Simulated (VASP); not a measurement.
Energy against volume of SnTe (rock salt). Method: SCAN meta-GGA, VASP's PBE PAW potentials (set 64) (plane waves; VASP). Numerical set-up: 520 eV cut-off, 7×7×7 Γ-centred mesh, Gaussian smearing of 0.050 eV, potentials Sn_d Te.

| V (Å³/atom) | E (eV/atom) |
|---|---|
| 29.996 | -36.76239 |
| 30.953 | -36.77504 |
| 31.910 | -36.77896 |
| 32.868 | -36.77508 |

### Question
Fit these four points and predict the energy of the run at 33.825 Å³/atom.

### Answer
A cubic in V^(−2/3), the third-order Birch-Murnaghan form, passes through the four points with V0 = 31.89 Å³/atom and B0 = 44 GPa, and gives -36.7642 eV/atom there. The run gave -36.7643 eV/atom, -0.1 meV/atom from the fit; all five points give B0 = 43 GPa.

The compound is SnTe in the rock salt structure, which distorts at low temperature. It was relaxed first.
